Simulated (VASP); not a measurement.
# GW on GaN, part 3 of 4

How does the gap of GaN change from the starting functional to GW? The cell is of the zinc-blende type. The start is a computed cell from the Materials Project.

VASP 6.6.1, plane waves and PAW; the level of theory is named at each step.

So far, quasiparticle gap on the mesh (eV): step 4 (G0W0, bands in the sums 24) 2.70; step 6 (G0W0, bands in the sums 40) 2.72.

**8. G0W0, bands in the sums 48**

This step: G0W0 on PBE; plane waves and PAW (Ga_d_GW, N_GW) (VASP 6.6.1).

The sums now run over 48 bands at the same response cutoff.

File INCAR:

```
SYSTEM = GaN
PREC = Accurate
ENCUT = 450
ISMEAR = 0
SIGMA = 0.01
LREAL = .FALSE.
GGA = PE
NBANDS = 48
ALGO = EVGW0
NELMGW = 1
ENCUTGW = 200
NOMEGA = 64
PRECFOCK = Fast
NBANDSGW = 24
LWAVE = .FALSE.
LCHARG = .FALSE.
```

File POSCAR:

```
GaN
1.0
    0.0000000000      2.2535006075      2.2535006075
    2.2535006075      0.0000000000      2.2535006075
    2.2535006075      2.2535006075      0.0000000000
Ga N
1 1
Direct
    0.0000000000      0.0000000000      0.0000000000
    0.2500000000      0.2500000000      0.2500000000
```

File KPOINTS:

```
Automatic mesh
0
Gamma
4 4 4
0 0 0
```

PAW data sets: Ga_d_GW and N_GW (PBE family, release 64).

Started as:

```sh
$ mpirun -np 8 vasp_std
```

What it wrote:

```text
[banner, memory and clock lines left out]
running    8 mpi-ranks, on    1 nodes
[...]
[... a notice as in an earlier step ...]

 [... a notice as in an earlier step ...]

 LDA part: xc-table for (Slater+PW92), standard interpolation
 found WAVECAR, reading the header
 POSCAR, INCAR and KPOINTS ok, starting setup
[...]
reading WAVECAR
 the WAVECAR file was read successfully
 initial charge from wavefunction
 available memory per node:     70.11 GB, setting MAXMEM to     71793

 The Fermi energy was updated, please check that it is located mid-gap
 values below the HOMO (VB) or above the LUMO (CB) will cause erroneous energies
 E-fermi :   5.9930

 calculate exact exchange contribution
 the WAVEDER file was read successfully
energies w=
    0.000    0.000    0.557    0.000    1.112    0.000    1.665    0.000
    2.214    0.000    2.759    0.000    3.298    0.000    3.831    0.000
    4.357    0.000    4.876    0.000    5.387    0.000    5.892    0.000
[...]
total number of BLAS operations         58.80 Gflops
NQ=   4    0.2500    0.2500    0.0000,
|.........|.........|.........|.........|.........|.........|.........|.........
 performed        426000 updates of chi_q(r,r)
 total number of BLAS operations         81.51 Gflops
NQ=   5    0.5000    0.2500    0.0000,
|.........|.........|.........|.........|.........|.........|.........|.........
 performed        604000 updates of chi_q(r,r)
 total number of BLAS operations        111.55 Gflops
NQ=   6   -0.2500    0.2500    0.0000,
|.........|.........|.........|.........|.........|.........|.........|.........
 performed        764000 updates of chi_q(r,r)
 total number of BLAS operations        138.11 Gflops
NQ=   7    0.5000    0.5000    0.0000,
|.........|.........|.........|.........|.........|.........|.........|.........
 performed        859000 updates of chi_q(r,r)
 total number of BLAS operations        155.32 Gflops
NQ=   8   -0.2500    0.5000    0.2500,
|.........|.........|.........|.........|.........|.........|.........|.........
 performed        982000 updates of chi_q(r,r)
 total number of BLAS operations        175.77 Gflops
 resolving degeneracies of screened two electron integrals

 calculate QP shifts <psi_nk| G(iteration)W_0 |psi_nk>: iteration 1
 entering main loop
```

Run time: 10 s. Hardware: 8 MPI ranks of Intel Xeon Platinum 8259CL at 2.50GHz (Skylake/Cascade Lake), shared host; peak memory 1.2 GiB; 77 s of CPU time.

Parts of OUTCAR (step 8):

```text
 QP shifts <psi_nk| G(iteration)W_0 |psi_nk>: iteration 1
 for sc-GW calculations column KS-energies equals QP-energies in previous step
 and V_xc(KS)=  KS-energies - (<T + V_ion + V_H > + <T+V_H+V_ion>^1  + <V_x>^1)
 k-point   1 :       0.0000    0.0000    0.0000
  band No.  KS-energies  QP-energies   sigma(KS)   V_xc(KS)     V^pw_x(r,r')   Z            occupation Imag(sigma)
    ...
      6      -8.0792     -10.7546     -25.5459     -21.8068     -35.1914       0.7155       2.0000       0.2491
      7       5.1406       4.8706     -18.0899     -17.7294     -21.5295       0.7487       2.0000       0.0737
      8       5.1406       4.8706     -18.0899     -17.7294     -21.5295       0.7487       2.0000       0.0737
      9       5.1406       4.8706     -18.0899     -17.7294     -21.5295       0.7487       2.0000       0.0737
     10       6.8453       7.5903     -12.3908     -13.3575      -8.7499       0.7706       0.0000      -0.0663
     11      15.3934      16.2574     -10.3046     -11.4239      -5.3195       0.7719       0.0000      -0.1111
     12      15.3934      16.2574     -10.3046     -11.4239      -5.3195       0.7719       0.0000      -0.1111
     13      15.3934      16.2574     -10.3046     -11.4239      -5.3195       0.7719       0.0000      -0.1111
    ...

[... 1 part as in an earlier step ...]

[... 2 further parts left out ...]
[key lines of the parts left out:]
E-fermi :   5.9930
```

The gap is now 2.720 eV, +0 meV against the GW run before. Spin-orbit coupling is left out.

**9. Empty bands**

This step: PBE; plane waves and PAW (Ga_d_GW, N_GW) (VASP 6.6.1).

The empty bands are made again, for the run that follows.

File INCAR:

```
SYSTEM = GaN
PREC = Accurate
ENCUT = 450
ISMEAR = 0
SIGMA = 0.01
LREAL = .FALSE.
GGA = PE
NBANDS = 64
ALGO = Exact
NELM = 1
LWAVE = .TRUE.
LCHARG = .FALSE.
LOPTICS = .TRUE.
NEDOS = 1000
CSHIFT = 0.1
```

POSCAR is that of step 8.

KPOINTS is that of step 8.

Started as:

```sh
$ mpirun -np 8 vasp_std
```

What it wrote:

```text
[banner, memory and clock lines left out]
running    8 mpi-ranks, on    1 nodes
[...]
[... a notice as in an earlier step ...]

 LDA part: xc-table for (Slater+PW92), standard interpolation
 found WAVECAR, reading the header
  number of bands has changed, file:    15 present:    64
  trying to continue reading WAVECAR, but it might fail
 POSCAR, INCAR and KPOINTS ok, starting setup
[...]
reading WAVECAR
 random initialization beyond band           15
 the WAVECAR file was read successfully
 initial charge from wavefunction
 entering main loop
       N       E                     dE             d eps       ncg     rms          rms(c)
[... 1 cycle as in an earlier step ...]
   1 F= -.12066997E+02 E0= -.12066997E+02  d E =-.123199E-38
 writing wavefunctions
 optical routines
 imaginary and real dielectric function
 recalculating local potential from charge density
 direction            1
 direction            2
 direction            3
```

Elapsed: 1.8 s, on 8 MPI ranks; peak memory 0.89 GiB.

OUTCAR, selected parts (step 9):

```text
  Total        0.4985415      0.4985415      0.4985415     -0.0000000     -0.0000000      0.0000000
  in kB       34.8986657     34.8986657     34.8986657     -0.0000000     -0.0000000      0.0000000
  external PRESSURE =      34.8986657 kB  Pullay stress =       0.0000000 kB

 POSITION                                       TOTAL-FORCE (eV/Angst)
 -----------------------------------------------------------------------------------
      0.00000      0.00000      0.00000        -0.000000      0.000000      0.000000
      1.12675      1.12675      1.12675         0.000000     -0.000000      0.000000
 -----------------------------------------------------------------------------------
    total drift:                                0.000016      0.000016      0.000016

[... 3 parts as in an earlier step ...]

[... 2 further parts left out ...]
[key lines of the parts left out:]
E-fermi :   5.2308
```

WAVECAR now holds 64 bands for 18 electrons.

**10. G0W0, bands in the sums 64**

This step: G0W0 on PBE; plane waves and PAW (Ga_d_GW, N_GW) (VASP 6.6.1).

The sums now run over 64 bands at the same response cutoff.

File INCAR:

```
SYSTEM = GaN
PREC = Accurate
ENCUT = 450
ISMEAR = 0
SIGMA = 0.01
LREAL = .FALSE.
GGA = PE
NBANDS = 64
ALGO = EVGW0
NELMGW = 1
ENCUTGW = 200
NOMEGA = 64
PRECFOCK = Fast
NBANDSGW = 24
LWAVE = .FALSE.
LCHARG = .FALSE.
```

POSCAR is that of step 9.

KPOINTS is that of step 9.

Started as:

```sh
$ mpirun -np 8 vasp_std
```

What it wrote:

```text
[banner, memory and clock lines left out]
running    8 mpi-ranks, on    1 nodes
[...]
[... a notice as in an earlier step ...]

 [... a notice as in an earlier step ...]

 LDA part: xc-table for (Slater+PW92), standard interpolation
 found WAVECAR, reading the header
 POSCAR, INCAR and KPOINTS ok, starting setup
[...]
reading WAVECAR
 the WAVECAR file was read successfully
 initial charge from wavefunction
 available memory per node:     70.14 GB, setting MAXMEM to     71828

 The Fermi energy was updated, please check that it is located mid-gap
 values below the HOMO (VB) or above the LUMO (CB) will cause erroneous energies
 E-fermi :   5.9930

 calculate exact exchange contribution
 the WAVEDER file was read successfully
energies w=
    0.000    0.000    0.557    0.000    1.113    0.000    1.666    0.000
    2.216    0.000    2.761    0.000    3.300    0.000    3.833    0.000
    4.360    0.000    4.879    0.000    5.391    0.000    5.897    0.000
[...]
total number of BLAS operations         80.49 Gflops
NQ=   4    0.2500    0.2500    0.0000,
|.........|.........|.........|.........|.........|.........|.........|.........
 performed        582000 updates of chi_q(r,r)
 total number of BLAS operations        111.38 Gflops
NQ=   5    0.5000    0.2500    0.0000,
|.........|.........|.........|.........|.........|.........|.........|.........
 performed        823000 updates of chi_q(r,r)
 total number of BLAS operations        152.01 Gflops
NQ=   6   -0.2500    0.2500    0.0000,
|.........|.........|.........|.........|.........|.........|.........|.........
 performed       1039000 updates of chi_q(r,r)
 total number of BLAS operations        188.00 Gflops
NQ=   7    0.5000    0.5000    0.0000,
|.........|.........|.........|.........|.........|.........|.........|.........
 performed       1169000 updates of chi_q(r,r)
 total number of BLAS operations        211.57 Gflops
NQ=   8   -0.2500    0.5000    0.2500,
|.........|.........|.........|.........|.........|.........|.........|.........
 performed       1336000 updates of chi_q(r,r)
 total number of BLAS operations        239.41 Gflops
 resolving degeneracies of screened two electron integrals

 calculate QP shifts <psi_nk| G(iteration)W_0 |psi_nk>: iteration 1
 entering main loop
```

Wall time 12 s (8 MPI ranks); peak memory 1.3 GiB; 89 s of CPU time.

From OUTCAR (step 10):

```text
 QP shifts <psi_nk| G(iteration)W_0 |psi_nk>: iteration 1
 for sc-GW calculations column KS-energies equals QP-energies in previous step
 and V_xc(KS)=  KS-energies - (<T + V_ion + V_H > + <T+V_H+V_ion>^1  + <V_x>^1)
 k-point   1 :       0.0000    0.0000    0.0000
  band No.  KS-energies  QP-energies   sigma(KS)   V_xc(KS)     V^pw_x(r,r')   Z            occupation Imag(sigma)
    ...
      6      -8.0792     -10.7800     -25.5635     -21.8068     -35.1914       0.7189       2.0000       0.1755
      7       5.1406       4.7481     -18.2536     -17.7294     -21.5295       0.7487       2.0000       0.0661
      8       5.1406       4.7481     -18.2536     -17.7294     -21.5295       0.7487       2.0000       0.0661
      9       5.1406       4.7481     -18.2536     -17.7294     -21.5295       0.7487       2.0000       0.0661
     10       6.8453       7.4873     -12.5245     -13.3575      -8.7499       0.7706       0.0000      -0.0709
     11      15.3934      16.1323     -10.4663     -11.4239      -5.3195       0.7716       0.0000      -0.1155
     12      15.3934      16.1323     -10.4663     -11.4239      -5.3195       0.7716       0.0000      -0.1155
     13      15.3934      16.1323     -10.4663     -11.4239      -5.3195       0.7716       0.0000      -0.1155
    ...

[... 1 part as in an earlier step ...]

[... 2 further parts left out ...]
[key lines of the parts left out:]
E-fermi :   5.9930
```

The gap is now 2.739 eV, +19 meV against the GW run before. Spin-orbit coupling is left out.

**11. Empty bands**

This step: PBE; plane waves and PAW (Ga_d_GW, N_GW) (VASP 6.6.1).

The empty bands are made again, for the run that follows.

File INCAR:

```
SYSTEM = GaN
PREC = Accurate
ENCUT = 450
ISMEAR = 0
SIGMA = 0.01
LREAL = .FALSE.
GGA = PE
NBANDS = 80
ALGO = Exact
NELM = 1
LWAVE = .TRUE.
LCHARG = .FALSE.
LOPTICS = .TRUE.
NEDOS = 1000
CSHIFT = 0.1
```

POSCAR is that of step 10.

KPOINTS is that of step 10.

Started as:

```sh
$ mpirun -np 8 vasp_std
```

What it wrote:

```text
[banner, memory and clock lines left out]
running    8 mpi-ranks, on    1 nodes
[...]
[... a notice as in an earlier step ...]

 LDA part: xc-table for (Slater+PW92), standard interpolation
 found WAVECAR, reading the header
  number of bands has changed, file:    15 present:    80
  trying to continue reading WAVECAR, but it might fail
 POSCAR, INCAR and KPOINTS ok, starting setup
[...]
reading WAVECAR
 random initialization beyond band           15
 the WAVECAR file was read successfully
 initial charge from wavefunction
 entering main loop
       N       E                     dE             d eps       ncg     rms          rms(c)
[... 1 cycle as in an earlier step ...]
   1 F= -.12066997E+02 E0= -.12066997E+02  d E =-.152676E-28
 writing wavefunctions
 optical routines
 imaginary and real dielectric function
 recalculating local potential from charge density
 direction            1
 direction            2
 direction            3
```

Wall time 1.8 s (8 MPI ranks); peak memory 0.88 GiB.

Parts of OUTCAR (step 11):

```text
  Total        0.4985415      0.4985415      0.4985415     -0.0000000     -0.0000000      0.0000000
  in kB       34.8986659     34.8986659     34.8986659     -0.0000000     -0.0000000      0.0000000
  external PRESSURE =      34.8986659 kB  Pullay stress =       0.0000000 kB

[... 4 parts as in an earlier step ...]

[... 2 further parts left out ...]
[key lines of the parts left out:]
E-fermi :   5.2168
```

WAVECAR now holds 80 bands for 18 electrons.

**12. G0W0, bands in the sums 80**

This step: G0W0 on PBE; plane waves and PAW (Ga_d_GW, N_GW) (VASP 6.6.1).

The sums now run over 80 bands at the same response cutoff.

File INCAR:

```
SYSTEM = GaN
PREC = Accurate
ENCUT = 450
ISMEAR = 0
SIGMA = 0.01
LREAL = .FALSE.
GGA = PE
NBANDS = 80
ALGO = EVGW0
NELMGW = 1
ENCUTGW = 200
NOMEGA = 64
PRECFOCK = Fast
NBANDSGW = 24
LWAVE = .FALSE.
LCHARG = .FALSE.
```

POSCAR is that of step 11.

KPOINTS is that of step 11.

Started as:

```sh
$ mpirun -np 8 vasp_std
```

What it wrote:

```text
[banner, memory and clock lines left out]
running    8 mpi-ranks, on    1 nodes
[...]
[... a notice as in an earlier step ...]

 [... a notice as in an earlier step ...]

 LDA part: xc-table for (Slater+PW92), standard interpolation
 found WAVECAR, reading the header
 POSCAR, INCAR and KPOINTS ok, starting setup
[...]
reading WAVECAR
 the WAVECAR file was read successfully
 initial charge from wavefunction
 available memory per node:     70.13 GB, setting MAXMEM to     71809

 The Fermi energy was updated, please check that it is located mid-gap
 values below the HOMO (VB) or above the LUMO (CB) will cause erroneous energies
 E-fermi :   5.9930

 calculate exact exchange contribution
 the WAVEDER file was read successfully
energies w=
    0.000    0.000    0.559    0.000    1.117    0.000    1.673    0.000
    2.225    0.000    2.772    0.000    3.314    0.000    3.849    0.000
    4.378    0.000    4.900    0.000    5.414    0.000    5.921    0.000
[...]
total number of BLAS operations        102.17 Gflops
NQ=   4    0.2500    0.2500    0.0000,
|.........|.........|.........|.........|.........|.........|.........|.........
 performed        741000 updates of chi_q(r,r)
 total number of BLAS operations        141.25 Gflops
NQ=   5    0.5000    0.2500    0.0000,
|.........|.........|.........|.........|.........|.........|.........|.........
 performed       1045000 updates of chi_q(r,r)
 total number of BLAS operations        192.47 Gflops
NQ=   6   -0.2500    0.2500    0.0000,
|.........|.........|.........|.........|.........|.........|.........|.........
 performed       1318000 updates of chi_q(r,r)
 total number of BLAS operations        237.89 Gflops
NQ=   7    0.5000    0.5000    0.0000,
|.........|.........|.........|.........|.........|.........|.........|.........
 performed       1484000 updates of chi_q(r,r)
 total number of BLAS operations        267.82 Gflops
NQ=   8   -0.2500    0.5000    0.2500,
|.........|.........|.........|.........|.........|.........|.........|.........
 performed       1696000 updates of chi_q(r,r)
 total number of BLAS operations        303.04 Gflops
 resolving degeneracies of screened two electron integrals

 calculate QP shifts <psi_nk| G(iteration)W_0 |psi_nk>: iteration 1
 entering main loop
```

Elapsed: 13 s, on 8 MPI ranks; peak memory 1.3 GiB; 100 s of CPU time.

Parts of OUTCAR (step 12):

```text
 QP shifts <psi_nk| G(iteration)W_0 |psi_nk>: iteration 1
 for sc-GW calculations column KS-energies equals QP-energies in previous step
 and V_xc(KS)=  KS-energies - (<T + V_ion + V_H > + <T+V_H+V_ion>^1  + <V_x>^1)
 k-point   1 :       0.0000    0.0000    0.0000
  band No.  KS-energies  QP-energies   sigma(KS)   V_xc(KS)     V^pw_x(r,r')   Z            occupation Imag(sigma)
    ...
      6      -8.0792     -10.7915     -25.5756     -21.8068     -35.1914       0.7197       2.0000       0.1366
      7       5.1406       4.6664     -18.3632     -17.7294     -21.5295       0.7481       2.0000       0.0683
      8       5.1406       4.6664     -18.3632     -17.7294     -21.5295       0.7481       2.0000       0.0683
      9       5.1406       4.6664     -18.3632     -17.7294     -21.5295       0.7481       2.0000       0.0683
     10       6.8453       7.4168     -12.6161     -13.3575      -8.7499       0.7708       0.0000      -0.0717
     11      15.3934      16.0575     -10.5608     -11.4239      -5.3195       0.7695       0.0000      -0.1191
     12      15.3934      16.0575     -10.5608     -11.4239      -5.3195       0.7695       0.0000      -0.1191
     13      15.3934      16.0575     -10.5608     -11.4239      -5.3195       0.7695       0.0000      -0.1191
    ...

[... 1 part as in an earlier step ...]

[... 2 further parts left out ...]
[key lines of the parts left out:]
E-fermi :   5.9930
```

The gap is now 2.750 eV, +11 meV against the GW run before. Spin-orbit coupling is left out.

**13. Empty bands**

This step: PBE; plane waves and PAW (Ga_d_GW, N_GW) (VASP 6.6.1).

The empty bands are made again, for the run that follows.

File INCAR:

```
SYSTEM = GaN
PREC = Accurate
ENCUT = 450
ISMEAR = 0
SIGMA = 0.01
LREAL = .FALSE.
GGA = PE
NBANDS = 104
ALGO = Exact
NELM = 1
LWAVE = .TRUE.
LCHARG = .FALSE.
LOPTICS = .TRUE.
NEDOS = 1000
CSHIFT = 0.1
```

POSCAR is that of step 12.

KPOINTS is that of step 12.

Started as:

```sh
$ mpirun -np 8 vasp_std
```

What it wrote:

```text
[banner, memory and clock lines left out]
running    8 mpi-ranks, on    1 nodes
[...]
[... a notice as in an earlier step ...]

 LDA part: xc-table for (Slater+PW92), standard interpolation
 found WAVECAR, reading the header
  number of bands has changed, file:    15 present:   104
  trying to continue reading WAVECAR, but it might fail
 POSCAR, INCAR and KPOINTS ok, starting setup
[...]
reading WAVECAR
 random initialization beyond band           15
 the WAVECAR file was read successfully
 initial charge from wavefunction
 entering main loop
       N       E                     dE             d eps       ncg     rms          rms(c)
[... 1 cycle as in an earlier step ...]
   1 F= -.12066997E+02 E0= -.12066997E+02  d E =-.159793E-91
 writing wavefunctions
 optical routines
 imaginary and real dielectric function
 recalculating local potential from charge density
 direction            1
 direction            2
 direction            3
```

Wall time 1.8 s (8 MPI ranks); peak memory 0.89 GiB.

From OUTCAR (step 13):

```text
  Total        0.4985415      0.4985415      0.4985415     -0.0000000      0.0000000     -0.0000000
  in kB       34.8986660     34.8986660     34.8986660     -0.0000000      0.0000000     -0.0000000
  external PRESSURE =      34.8986660 kB  Pullay stress =       0.0000000 kB

 POSITION                                       TOTAL-FORCE (eV/Angst)
 -----------------------------------------------------------------------------------
      0.00000      0.00000      0.00000         0.000000      0.000000      0.000000
      1.12675      1.12675      1.12675        -0.000000     -0.000000     -0.000000
 -----------------------------------------------------------------------------------
    total drift:                                0.000016      0.000016      0.000016

[... 3 parts as in an earlier step ...]

[... 2 further parts left out ...]
[key lines of the parts left out:]
E-fermi :   5.2831
```

WAVECAR now holds 104 bands for 18 electrons.

(Part 3 of 4 ends here.)

[Lines on the potential files, build, host, timing and source positions are cut from VASP's logs without a mark.]

[Logs are printed without paths, hosts, clocks, repeated set-up lines and the standing remarks that a program may print on its own settings, such as how far it seeks lower states.]

[Hosts, paths, dates, database ids (printed as entryN), source tags and the programs' standing remarks are cut or masked in the printed files.]

[Measured values are set beside computed ones only where the two were judged alike; some that the calculation misses by far are left out.]

[Pressures printed for these runs are not shown converged in the cutoff: they can be off by several GPa and have the wrong sign.]
